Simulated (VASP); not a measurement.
Output of a VASP run:

**OUTCAR**
```
 ion  position               nearest neighbor table
   1  0.333  0.667  0.250-   2 3.51   2 3.51   2 3.51   2 3.51   2 3.51   2 3.51
   2  0.667  0.333  0.750-   1 3.51   1 3.51   1 3.51   1 3.51   1 3.51   1 3.51
  LATTYP: Found a hexagonal cell.
 ALAT       =     3.6663188559
 C/A-ratio  =     1.5257693596
 Subroutine PRICEL returns:
 Original cell was already a primitive cell.
 Subroutine GETGRP returns: Found 24 space group operations
The static configuration has the point symmetry D_3d.
 The point group associated with its full space group is D_6h.
The dynamic configuration has the point symmetry D_3d.
 Subroutine INISYM returns: Found 24 space group operations
 Subroutine IBZKPT returns following result:
 Found     56 irreducible k-points:

 Following reciprocal coordinates:
            Coordinates               Weight
  0.000000  0.000000  0.000000      1.000000
  0.100000  0.000000  0.000000      6.000000
  0.200000  0.000000  0.000000      6.000000
  0.300000  0.000000  0.000000      6.000000
  0.400000  0.000000  0.000000      6.000000
  0.500000  0.000000  0.000000      3.000000
  0.100000  0.100000  0.000000      6.000000
  0.200000  0.100000  0.000000     12.000000
  0.300000  0.100000  0.000000     12.000000
  0.400000  0.100000  0.000000     12.000000
  0.200000  0.200000  0.000000      6.000000
  0.300000  0.200000  0.000000     12.000000
  0.400000  0.200000  0.000000      6.000000
  0.300000  0.300000  0.000000      6.000000
  0.000000  0.000000  0.166667      2.000000
  0.100000  0.000000  0.166667     12.000000
  0.200000  0.000000  0.166667     12.000000
  0.300000  0.000000  0.166667     12.000000
  0.400000  0.000000  0.166667     12.000000
  0.500000  0.000000  0.166667      6.000000
  0.100000  0.100000  0.166667     12.000000
  0.200000  0.100000  0.166667     24.000000
  0.300000  0.100000  0.166667     24.000000
  0.400000  0.100000  0.166667     24.000000
  0.200000  0.200000  0.166667     12.000000
  0.300000  0.200000  0.166667     24.000000
  0.400000  0.200000  0.166667     12.000000
  0.300000  0.300000  0.166667     12.000000
  0.000000  0.000000  0.333333      2.000000
  0.100000  0.000000  0.333333     12.000000
  0.200000  0.000000  0.333333     12.000000
  0.300000  0.000000  0.333333     12.000000
  0.400000  0.000000  0.333333     12.000000
  0.500000  0.000000  0.333333      6.000000
  0.100000  0.100000  0.333333     12.000000
  0.200000  0.100000  0.333333     24.000000
  0.300000  0.100000  0.333333     24.000000
  0.400000  0.100000  0.333333     24.000000
  0.200000  0.200000  0.333333     12.000000
  0.300000  0.200000  0.333333     24.000000
   k-points           NKPTS =     56   k-points in BZ     NKDIM =     56   number of bands    NBANDS=     13
   number of dos      NEDOS =    301   number of ions     NIONS =      2
   total plane-waves  NPLWV =  31360
   dimension x,y,z NGX =    28 NGY =   28 NGZ =   40
   dimension x,y,z NGXF=    56 NGYF=   56 NGZF=   80
   ions per type =               2
   PREC   = accura    normal or accurate (medium, high low for compatibility)
   ISTART =      0    job   : 0-new  1-cont  2-samecut
   ICHARG =      2    charge: 1-file 2-atom 10-const
   ISPIN  =      1    spin polarized calculation?
   LNONCOLLINEAR =      F non collinear calculations
   LSORBIT =      F    spin-orbit coupling
   INIWAV =      1    electr: 0-lowe 1-rand  2-diag
   ENCUT  =  480.0 eV  35.28 Ry    5.94 a.u.   6.55  6.55  9.99*2*pi/ulx,y,z
   NELM   =    100;   NELMIN=  2; NELMDL= -5     # of ELM steps
   EDIFF  = 0.1E-06   stopping-criterion for ELM
   LREAL  =      F    real-space projection
   NLSPLINE    = F    spline interpolate recip. space projectors
   LMAXMIX     =    6 max onsite mixed and CHGCAR
   VOSKOWN=      0    Vosko Wilk Nusair interpolation
   EDIFFG = -.1E-01   stopping-criterion for IOM
   NSW    =     40    number of steps for IOM
...
```

File OSZICAR:
```
       N       E                     dE             d eps       ncg     rms          rms(c)
DAV:   1    -0.159996313480E+02   -0.16000E+02   -0.88783E+03  1456   0.120E+03
DAV:   2    -0.620920174200E+02   -0.46092E+02   -0.44884E+02  1601   0.233E+02
DAV:   3    -0.637413384588E+02   -0.16493E+01   -0.15831E+01  1987   0.270E+01
DAV:   4    -0.637842815677E+02   -0.42943E-01   -0.42793E-01  2145   0.404E+00
DAV:   5    -0.637866116087E+02   -0.23300E-02   -0.23254E-02  2262   0.520E-01    0.271E+01
DAV:   6    -0.615343656143E+02    0.22522E+01   -0.37502E-01  1801   0.656E+00    0.148E+01
DAV:   7    -0.600387615862E+02    0.14956E+01   -0.57312E-01  1691   0.729E+00    0.147E+00
DAV:   8    -0.612020448234E+02   -0.11633E+01   -0.61008E-01  1681   0.671E+00    0.370E+00
DAV:   9    -0.612976905609E+02   -0.95646E-01   -0.33458E-02  2103   0.149E+00    0.167E+00
DAV:  10    -0.612712128452E+02    0.26478E-01   -0.33947E-03  2284   0.271E-01    0.177E+00
DAV:  11    -0.612619137804E+02    0.92991E-02   -0.62826E-05  2070   0.792E-02    0.183E+00
DAV:  12    -0.612035176069E+02    0.58396E-01   -0.20773E-01  1476   0.532E+00    0.964E-01
DAV:  13    -0.612037746298E+02   -0.25702E-03   -0.18574E-03  1926   0.410E-01    0.104E+00
DAV:  14    -0.612038567399E+02   -0.82110E-04   -0.23678E-04  1766   0.141E-01    0.963E-01
DAV:  15    -0.612040552549E+02   -0.19851E-03   -0.33820E-05  1867   0.524E-02    0.102E+00
DAV:  16    -0.612042315138E+02   -0.17626E-03   -0.41131E-05  1661   0.741E-02    0.763E-01
DAV:  17    -0.612038364253E+02    0.39509E-03   -0.35421E-04  1541   0.205E-01    0.434E-01
DAV:  18    -0.612040095490E+02   -0.17312E-03   -0.30520E-05  1756   0.727E-02    0.374E-01
DAV:  19    -0.612038732056E+02    0.13634E-03   -0.11340E-04  1541   0.925E-02    0.196E-01
DAV:  20    -0.612045620039E+02   -0.68880E-03   -0.45451E-04  1516   0.202E-01    0.464E-01
DAV:  21    -0.612045232949E+02    0.38709E-04   -0.23334E-05  2374   0.381E-02    0.533E-01
DAV:  22    -0.612045452256E+02   -0.21931E-04   -0.46666E-05  1516   0.788E-02    0.569E-01
DAV:  23    -0.612046383215E+02   -0.93096E-04   -0.62513E-05  1606   0.606E-02    0.595E-01
DAV:  24    -0.612045109713E+02    0.12735E-03   -0.22467E-04  1486   0.143E-01    0.393E-01
DAV:  25    -0.612045606948E+02   -0.49723E-04   -0.68997E-05  1836   0.100E-01    0.157E-01
DAV:  26    -0.612045749236E+02   -0.14229E-04   -0.15153E-05  1657   0.435E-02    0.111E-01
DAV:  27    -0.612045986241E+02   -0.23700E-04   -0.28621E-05  1531   0.462E-02    0.284E-02
DAV:  28    -0.612045860762E+02    0.12548E-04   -0.45805E-06  2279   0.221E-02    0.171E-02
DAV:  29    -0.612045867245E+02   -0.64835E-06   -0.29828E-06  1516   0.239E-02    0.543E-03
DAV:  30    -0.612045848082E+02    0.19163E-05   -0.12179E-06  1626   0.123E-02    0.378E-03
DAV:  31    -0.612045857529E+02   -0.94466E-06   -0.76646E-08  1028   0.369E-03    0.218E-03
DAV:  32    -0.612045860462E+02   -0.29334E-06   -0.12688E-08   823   0.114E-03    0.141E-04
DAV:  33    -0.612045857358E+02    0.31048E-06   -0.16770E-08   788   0.170E-03    0.128E-04
DAV:  34    -0.612045857105E+02    0.25239E-07   -0.20757E-09   778   0.545E-04
   1 F= -.60798143E+02 E0= -.60798701E+02  d E =-.607981E+02
```

OUTCAR:
```
------------------------ aborting loop because EDIFF is reached ----------------------------------------
  FORCE on cell =-STRESS in cart. coord.  units (eV):
  Direction    XX          YY          ZZ          XY          YZ          ZX
  --------------------------------------------------------------------------------------
  Total        0.3875024      0.3875023      0.4229615      0.0000000     -0.0000000      0.0000000
  in kB        9.5339901      9.5339887     10.4064168      0.0000000     -0.0000000      0.0000000
  external PRESSURE =      -0.1752014 kB  Pullay stress =      10.0000000 kB
  volume of cell :       65.12
      direct lattice vectors                 reciprocal lattice vectors
     1.833159526 -3.175125211  0.000000000     0.272753131 -0.157474105  0.000000000
     1.833159526  3.175125211  0.000000000     0.272753131  0.157474105  0.000000000
     0.000000000  0.000000000  5.593956973     0.000000000  0.000000000  0.178764335
 POSITION                                       TOTAL-FORCE (eV/Angst)
 -----------------------------------------------------------------------------------
      1.83316      1.05838      1.39849         0.000000     -0.000000      0.000000
      1.83316     -1.05838      4.19547        -0.000000      0.000000      0.000000
 -----------------------------------------------------------------------------------
    total drift:                               -0.000005      0.000117     -0.000010
  FREE ENERGIE OF THE ION-ELECTRON SYSTEM (eV)
  ---------------------------------------------------
  free  energy   TOTEN  =       -61.2045857105 eV

  energy  without entropy=      -61.2062606881  energy(sigma->0) =      -61.20514404
  enthalpy is  TOTEN    =       -60.7981427079 eV   P V=        0.4064430026

 reached required accuracy - stopping structural energy minimisation
```
(Selected blocks of OUTCAR.)

File POSCAR:
```
Gd
1
    1.8331595257    -3.1751252111    -0.0000000000
    1.8331595257     3.1751252111     0.0000000000
    0.0000000000     0.0000000000     5.5939569727
Gd
2
Direct
  0.3333330000   0.6666670000   0.2500000000
  0.6666670000   0.3333330000   0.7500000000
```

Q: Write an INCAR and KPOINTS that could have produced this output.

A: This is not unique; one that fits is the input of the run itself, r2SCAN meta-GGA, plane waves, VASP's PBE PAW potentials (set 64).

### KPOINTS
```
kpoints
0
gamma
  10 10 6
```

### INCAR
```
ALGO  =  Normal
EDIFF  =  1E-7
EDIFFG  =  -0.01
ENCUT  =  480
IBRION  =  2
ISIF  =  3
ISMEAR  =  1
LASPH  =  T
LCHARG  =  F
LMAXMIX  =  6
LMIXTAU  =  T
LREAL  =  F
LWAVE  =  F
METAGGA  =  R2SCAN
NELM  =  100
NSW  =  40
PREC  =  Accurate
PSTRESS  =  10
SIGMA  =  0.1
SYSTEM  =  Gd
```

POTCAR, in this order: Gd_3 (PBE.64 set). Program: vasp_std.

The 4f electrons are frozen in the core of the lanthanide potential, so 4f levels, which can set the real gap, and their magnetism are missing.

The compound is Gd in the hcp structure. It was relaxed first under an external pressure of 1 GPa.
